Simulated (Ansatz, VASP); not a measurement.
# Ca2CdMoO6: VASP beside Ansatz

Wanted: the spread between two codes on one cell, functional and k mesh. The cell is invented: As first built, before any earlier steps moved the atoms (in the runner's words): Ca for Ba in the Ba2CdMoO6 structure of space group Fm-3m. It may not be a known or stable phase. The two relaxations start from unlike cells of this crystal (the structure described is Ansatz's start), so only their ends are compared.

Program: Ansatz 0.2.0. Level of theory: plane waves, with VASP 6.6.1 beside it; relaxation of cell and atoms at PBE. Results are calculated unless marked as measured.

**1. Starting point**

The structure is cubic, space group Fm-3m (No. 225). Conventional cell: a = 8.037 Å, b = 8.037 Å, c = 8.037 Å, α = 90.00°, β = 90.00°, γ = 90.00°. Nearest to Ca lie 12 O at 2.85 Å. Nearest to Cd lie 6 O at 2.17 Å. Nearest to Mo lie 6 O at 1.85 Å. Nearest to O lie 1 Mo at 1.85 Å and 1 Cd at 2.17 Å and 4 Ca at 2.85 Å. It derives from Ba2CdMoO6. As first built, before any earlier steps moved the atoms (in the runner's words): Ca for Ba in the Ba2CdMoO6 structure of space group Fm-3m. Farther neighbours and most contacts between anions are not listed.

Coordinates:

```xyz
10
Lattice="0.0000 4.0184 4.0184 4.0184 0.0000 4.0184 4.0184 4.0184 0.0000" Properties=species:S:1:pos:R:3 pbc="T T T"
Ca    2.0092    2.0092    2.0092
Ca    6.0276    6.0276    6.0276
Cd    4.0184    4.0184    4.0184
Mo    0.0000    0.0000    0.0000
O     1.8489    4.0184    4.0184
O     6.1880    4.0184    4.0184
O     4.0184    1.8489    4.0184
O     4.0184    6.1880    4.0184
O     4.0184    4.0184    1.8489
O     4.0184    4.0184    6.1880
```

**2. VASP: relaxation of cell and atoms, PBE**

The relaxed volume is the usual yardstick between codes: in a stiff, nearly cubic crystal its relative difference is about their pressure difference at one cell divided by the bulk modulus.

Lines of VASP's logs that name or quote its potential files are left out, and so is its time.

Contents of INCAR:

```
SYSTEM = Ca2CdMoO6
PREC = Accurate
ENCUT = 600
EDIFF = 1E-07
NELM = 120
ISMEAR = 0
SIGMA = 0.03
LREAL = .FALSE.
ALGO = Normal
GGA = PE
NBANDS = 51
LASPH = .TRUE.
LORBIT = 11
LWAVE = .FALSE.
LCHARG = .FALSE.
ISIF = 3
IBRION = 2
NSW = 80
EDIFFG = -0.005
GGA_COMPAT = .FALSE.
NELMIN = 4
EFERMI = MIDGAP
KPAR = 2
```

Contents of POSCAR:

```
Ca2CdMoO6
1.0
    0.0000000000      4.1070263660      4.1070263660
    4.1070263660      0.0000000000      4.1070263660
    4.1070263660      4.1070263660      0.0000000000
Ca Cd Mo O
2 1 1 6
Direct
    0.2500000000      0.2500000000      0.2500000000
    0.7500000000      0.7500000000      0.7500000000
    0.5000000000      0.5000000000      0.5000000000
    0.0000000000      0.0000000000      0.0000000000
    0.7677503972      0.2322496028      0.2322496028
    0.2322496028      0.7677503972      0.7677503972
    0.2322496028      0.7677503972      0.2322496028
    0.7677503972      0.2322496028      0.7677503972
    0.2322496028      0.2322496028      0.7677503972
    0.7677503972      0.7677503972      0.2322496028
```

Contents of KPOINTS:

```
Automatic mesh
0
Gamma
6 6 6
0 0 0
```

PAW data sets: Ca_sv, Cd, Mo_sv and O (PBE family, release 64).

Command:

```bash
> mpirun -np 2 vasp_std
```

Numbers of over 12 decimals in the logs are rounded to 6 here.

The program printed:

```text
[banner, memory and clock lines left out]
running    2 mpi-ranks, on    1 nodes
 distrk:  each k-point on    1 cores,    2 groups
 distr:  one band on    1 cores,    1 groups

 POSCAR found type information on POSCAR CaCdMoO
 POSCAR found :  4 types and      10 ions
 LDA part: xc-table for (Slater+PW92), standard interpolation
 POSCAR, INCAR and KPOINTS ok, starting setup
 FFT: planning ... GRIDC
 FFT: planning ... GRID_SOFT
 FFT: planning ... GRID
 WAVECAR not read
 entering main loop
       N       E                     dE             d eps       ncg     rms          rms(c)
DAV:   1     0.918810307695E+03    0.91881E+03   -0.47082E+04  1632   0.181E+03
DAV:   2     0.895362750883E+01   -0.90986E+03   -0.87284E+03  1829   0.496E+02
DAV:   3    -0.783081876223E+02   -0.87262E+02   -0.86654E+02  2126   0.147E+02
DAV:   4    -0.809042376042E+02   -0.25960E+01   -0.25789E+01  2232   0.241E+01
DAV:   5    -0.810566979742E+02   -0.15246E+00   -0.15235E+00  2480   0.430E+00    0.575E+01
DAV:   6    -0.674025490875E+02    0.13654E+02   -0.95940E+01  1919   0.556E+01    0.156E+01
DAV:   7    -0.663164322705E+02    0.10861E+01   -0.14682E+01  1824   0.202E+01    0.141E+01
DAV:   8    -0.660120332623E+02    0.30440E+00   -0.13659E+00  1949   0.639E+00    0.400E+00
DAV:   9    -0.660060688462E+02    0.59644E-02   -0.19626E-01  2424   0.245E+00    0.163E+00
DAV:  10    -0.660030467926E+02    0.30221E-02   -0.26111E-02  2112   0.935E-01    0.580E-01
DAV:  11    -0.660048555798E+02   -0.18088E-02   -0.60525E-03  2232   0.414E-01    0.242E-01
DAV:  12    -0.660048423859E+02    0.13194E-04   -0.15323E-03  2048   0.222E-01    0.872E-02
DAV:  13    -0.660048873662E+02   -0.44980E-04   -0.13519E-04  2136   0.577E-02    0.328E-02
DAV:  14    -0.660048956814E+02   -0.83152E-05   -0.35612E-05  2072   0.327E-02    0.119E-02
DAV:  15    -0.660048950736E+02    0.60782E-06   -0.44056E-06  2272   0.109E-02    0.182E-03
DAV:  16    -0.660048949639E+02    0.10965E-06   -0.35231E-07  1816   0.265E-03    0.430E-04
DAV:  17    -0.660048949799E+02   -0.15980E-07   -0.21551E-08  1296   0.746E-04
   1 F= -.66004895E+02 E0= -.66004895E+02  d E =-.660049E+02
 curvature:   0.00 expect dE= 0.000E+00 dE for cont linesearch  0.000E+00
 trial: gam= 0.00000 g(F)=  0.106E-04 g(S)=  0.955E-04 ort = 0.000E+00 (trialstep = 0.100E+01)
 search vector abs. value=  0.106E-03
 bond charge predicted
       N       E                     dE             d eps       ncg     rms          rms(c)
DAV:   1    -0.660057388044E+02   -0.84384E-03   -0.26452E-02  1788   0.111E+00    0.361E-01
DAV:   2    -0.660049731591E+02    0.76565E-03   -0.20799E-03  1890   0.294E-01    0.101E-01
DAV:   3    -0.660048757015E+02    0.97458E-04   -0.33709E-04  2119   0.119E-01    0.413E-02
DAV:   4    -0.660048724561E+02    0.32454E-05   -0.56175E-05  2328   0.403E-02    0.267E-02
DAV:   5    -0.660048747647E+02   -0.23086E-05   -0.10738E-05  2554   0.155E-02    0.787E-03
DAV:   6    -0.660048768803E+02   -0.21156E-05   -0.28690E-06  2133   0.776E-03    0.484E-03
DAV:   7    -0.660048781448E+02   -0.12645E-05   -0.80042E-07  2304   0.448E-03    0.165E-03
DAV:   8    -0.660048787990E+02   -0.65416E-06   -0.11008E-07  1426   0.169E-03    0.227E-04
DAV:   9    -0.660048787363E+02    0.62631E-07   -0.16991E-08   991   0.712E-04
   2 F= -.66004879E+02 E0= -.66004879E+02  d E =0.162436E-04
 trial-energy change:    0.000016  1 .order    0.000015   -0.000106    0.000137
 step:   0.4316(harm=  0.4365)  dis= 0.00013  next Energy=   -66.004918 (dE=-0.228E-04)
 bond charge predicted
       N       E                     dE             d eps       ncg     rms          rms(c)
DAV:   1    -0.660051985966E+02   -0.31980E-03   -0.85521E-03  1782   0.631E-01    0.205E-01
DAV:   2    -0.660049571549E+02    0.24144E-03   -0.67282E-04  1890   0.167E-01    0.572E-02
DAV:   3    -0.660049251762E+02    0.31979E-04   -0.10919E-04  2132   0.676E-02    0.237E-02
DAV:   4    -0.660049215410E+02    0.36352E-05   -0.18457E-05  2341   0.230E-02    0.153E-02
DAV:   5    -0.660049196699E+02    0.18710E-05   -0.34316E-06  2559   0.887E-03    0.454E-03
DAV:   6    -0.660049188108E+02    0.85913E-06   -0.94614E-07  1994   0.443E-03    0.272E-03
DAV:   7    -0.660049181989E+02    0.61191E-06   -0.23851E-07  1591   0.262E-03    0.906E-04
DAV:   8    -0.660049178807E+02    0.31817E-06   -0.51326E-08  1031   0.112E-03    0.133E-04
DAV:   9    -0.660049179007E+02   -0.19983E-07   -0.18800E-08   951   0.567E-04
   3 F= -.66004918E+02 E0= -.66004918E+02  d E =-.229208E-04
 curvature:  -0.22 expect dE=-0.168E-05 dE for cont linesearch -0.151E-08
 trial: gam= 0.06466 g(F)=  0.680E-05 g(S)=  0.918E-06 ort = 0.858E-06 (trialstep = 0.886E+00)
 search vector abs. value=  0.827E-05
 reached required accuracy - stopping structural energy minimisation
```

OUTCAR, selected parts (step 2):

```text
ion  position               nearest neighbor table
   1  0.250  0.250  0.250-
   2  0.750  0.750  0.750-
   3  0.500  0.500  0.500-   5 2.20   6 2.20   7 2.20   8 2.20   9 2.20  10 2.20
   4  0.000  0.000  0.000-   5 1.91   6 1.91   7 1.91   8 1.91   9 1.91  10 1.91
   5  0.768  0.232  0.232-   4 1.91   3 2.20
   6  0.232  0.768  0.768-   4 1.91   3 2.20
   7  0.232  0.768  0.232-   4 1.91   3 2.20
   8  0.768  0.232  0.768-   4 1.91   3 2.20
   9  0.232  0.232  0.768-   4 1.91   3 2.20
  10  0.768  0.768  0.232-   4 1.91   3 2.20

  LATTYP: Found a face centered cubic cell.
 ALAT       =     8.2140527320

 Subroutine GETGRP returns: Found 48 space group operations
 (whereof 48 operations were pure point group operations)

The static configuration has the point symmetry O_h .

 Found     16 irreducible k-points:

   k-points           NKPTS =     16   k-points in BZ     NKDIM =     16   number of bands    NBANDS=     51

   dimension x,y,z NGX =    48 NGY =   48 NGZ =   48
   dimension x,y,z NGXF=    96 NGYF=   96 NGZF=   96

   ENCUT  =  600.0 eV  44.10 Ry    6.64 a.u.  11.60 11.60 11.60*2*pi/ulx,y,z

   NELECT =      82.0000    total number of electrons

 k-points in reciprocal lattice and weights: Automatic mesh
   0.00000000  0.00000000  0.00000000       0.005
   0.16666667  0.00000000  0.00000000       0.037
   0.33333333  0.00000000  0.00000000       0.037
   0.50000000  0.00000000  0.00000000       0.019
   0.16666667  0.16666667  0.00000000       0.028
   0.33333333  0.16666667  0.00000000       0.111
   0.50000000  0.16666667  0.00000000       0.111
  -0.33333333  0.16666667  0.00000000       0.111
  -0.16666667  0.16666667  0.00000000       0.056
[...]
-0.33333333  0.33333333  0.16666667       0.111
  -0.33333333  0.50000000  0.16666667       0.056

 average (electrostatic) potential at core
       1 -46.4044       2 -46.4044       3 -35.8968       4 -79.7775       5 -70.8472
       6 -70.8472       7 -70.8472       8 -70.8472       9 -70.8472      10 -70.8472

 E-fermi :   4.1098

 k-point     1 :       0.0000    0.0000    0.0000
  band No.  band energies     occupation
    ...
     37       2.0425      2.00000
     38       2.0425      2.00000
     39       2.7712      2.00000
     40       2.7712      2.00000
     41       2.7712      2.00000
     42       5.3859      0.00000
     43       5.3859      0.00000
     44       5.3859      0.00000
     45       6.5689      0.00000
     46       7.0382      0.00000
    ...

 k-point     2 :       0.1667    0.0000    0.0000
  band No.  band energies     occupation
    ...
     37       2.2857      2.00000
     38       2.2857      2.00000
     39       2.6413      2.00000
     40       2.6413      2.00000
     41       2.7089      2.00000
     42       5.3689      0.00000
     43       5.4481      0.00000
     44       5.4481      0.00000
     45       6.9691      0.00000
     46       7.2295      0.00000
    ...

 k-point     3 :       0.3333    0.0000    0.0000
  band No.  band energies     occupation
    ...
     37       2.2915      2.00000
     38       2.2915      2.00000
     39       2.5579      2.00000
     40       2.8230      2.00000
     41       2.8230      2.00000
     42       5.3056      0.00000
     43       5.5219      0.00000
     44       5.5219      0.00000
     45       7.6850      0.00000
     46       7.6850      0.00000
    ...

  Total       -0.0079640     -0.0079640     -0.0079640      0.0000000     -0.0000000     -0.0000000
  in kB       -0.0921403     -0.0921403     -0.0921403      0.0000000     -0.0000000     -0.0000000
  external PRESSURE =      -0.0921403 kB  Pullay stress =       0.0000000 kB

  energy-cutoff  :      600.00
  volume of cell :      138.48
      direct lattice vectors                 reciprocal lattice vectors
    -0.000000000  4.106331793  4.106331793    -0.121763176  0.121763176  0.121763176
     4.106331793  0.000000000  4.106331793     0.121763176 -0.121763176  0.121763176
     4.106331793  4.106331793  0.000000000     0.121763176  0.121763176 -0.121763176

 POSITION                                       TOTAL-FORCE (eV/Angst)
 -----------------------------------------------------------------------------------
      2.05317      2.05317      2.05317        -0.000000      0.000000     -0.000000
      6.15950      6.15950      6.15950        -0.000000      0.000000      0.000000
      4.10633      4.10633      4.10633        -0.000000      0.000000      0.000000
      0.00000      0.00000      0.00000        -0.000000      0.000000      0.000000
      1.90726      4.10633      4.10633         0.004847      0.000000      0.000000
      6.30540      4.10633      4.10633        -0.004847      0.000000      0.000000
      4.10633      1.90726      4.10633        -0.000000      0.004847      0.000000
      4.10633      6.30540      4.10633        -0.000000     -0.004847      0.000000
      4.10633      4.10633      1.90726        -0.000000      0.000000      0.004847
      4.10633      4.10633      6.30540        -0.000000      0.000000     -0.004847
 -----------------------------------------------------------------------------------
    total drift:                               -0.000000     -0.000000      0.000000

  FREE ENERGIE OF THE ION-ELECTRON SYSTEM (eV)
  ---------------------------------------------------
  free  energy   TOTEN  =       -66.0049179007 eV

  energy  without entropy=      -66.0049179007  energy(sigma->0) =      -66.00491790

 reached required accuracy - stopping structural energy minimisation

 total charge
# of ion       s       p       d       tot
------------------------------------------
    1        2.004   5.831   0.140   7.974
    2        2.004   5.831   0.140   7.974
    3        0.326   0.331   9.702  10.359
    4        2.422   6.424   3.556  12.401
    5        1.566   3.448   0.000   5.014
    6        1.566   3.448   0.000   5.014
    7        1.566   3.448   0.000   5.014
    8        1.566   3.448   0.000   5.014
    9        1.566   3.448   0.000   5.014
   10        1.566   3.448   0.000   5.014
--------------------------------------------------
tot         16.150  39.107  13.537  68.794

[... 3 further parts left out ...]
```

CONTCAR:

```
Ca2CdMoO6
   1.00000000000000
    -0.0000000000000000    4.1063317933128367    4.1063317933128367
     4.1063317933128367    0.0000000000000000    4.1063317933128367
     4.1063317933128367    4.1063317933128367    0.0000000000000000
  Ca              Cd              Mo              O
     2     1     1     6
Direct
     0.2500000000000000    0.2500000000000000    0.2500000000000000
     0.7500000000000000    0.7500000000000000    0.7500000000000000
     0.5000000000000000    0.5000000000000000    0.5000000000000000
     0.0000000000000000    0.0000000000000000    0.0000000000000000
     0.7677657527991136    0.2322342472008863    0.2322342472008863
     0.2322342472008863    0.7677657527991136    0.7677657527991136
     0.2322342472008863    0.7677657527991136    0.2322342472008863
     0.7677657527991136    0.2322342472008863    0.7677657527991136
     0.2322342472008863    0.2322342472008863    0.7677657527991136
     0.7677657527991136    0.7677657527991136    0.2322342472008863
```

[end of part 1 of 2]

[Lines on the potential files, build, host, timing and source positions are cut from VASP's logs without a mark.]

[Logs are printed without paths, hosts, clocks, repeated set-up lines and the standing remarks that a program may print on its own settings, such as how far it seeks lower states.]

[Hosts, paths, dates, database ids (printed as entryN), source tags and the programs' standing remarks are cut or masked in the printed files.]
